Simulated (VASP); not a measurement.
MoI, 2 atoms in the cell. Symmetry: P4/mmm, No. 123, tetragonal system. Conventional cell: a = 3.623 Å, b = 3.623 Å, c = 5.042 Å, α = 90.00°, β = 90.00°, γ = 90.00°. Mo (site symmetry 4/mmm) has 4 I at 2.56 Å as nearest neighbours. I (site symmetry 4/mmm) has 4 Mo at 2.56 Å as nearest neighbours. The cell was built by a generator and needn't be a form met in nature.

```yaml
Program: VASP 6.6.1
Task: band structure
Functional: LDA
Potentials_or_basis: VASP PAW LDA potentials, release 64 (Mo_sv, I)
Cutoff: 520 eV
k_mesh: 5 × 5 × 4
Occupations: fermi-dirac, width 0.05 eV
Spin: spin-orbit coupling, no magnetisation
Further_INCAR_settings: ALGO = Normal; EDIFF = 1e-06
```

Potentials or basis: VASP PAW LDA potentials, release 64 (Mo_sv, I).

The run is started by

```bash
$ cat potpaw_LDA.64/Mo_sv/POTCAR potpaw_LDA.64/I/POTCAR > POTCAR
$ mpirun -np 1 vasp_ncl > vasp.out
```

Hardware: 1 thread of Intel(R) Xeon(R) Platinum 8259CL CPU @ 2.50GHz (Skylake/Cascade Lake), with other jobs on the host.

Q: Estimate the wall time of this run.

A: Run time: 3.5 min on 1 thread of Intel(R) Xeon(R) Platinum 8259CL CPU @ 2.50GHz (Skylake/Cascade Lake) (shared host), peak memory 0.29 GiB. Counts: scf iterations 57, k points 18.
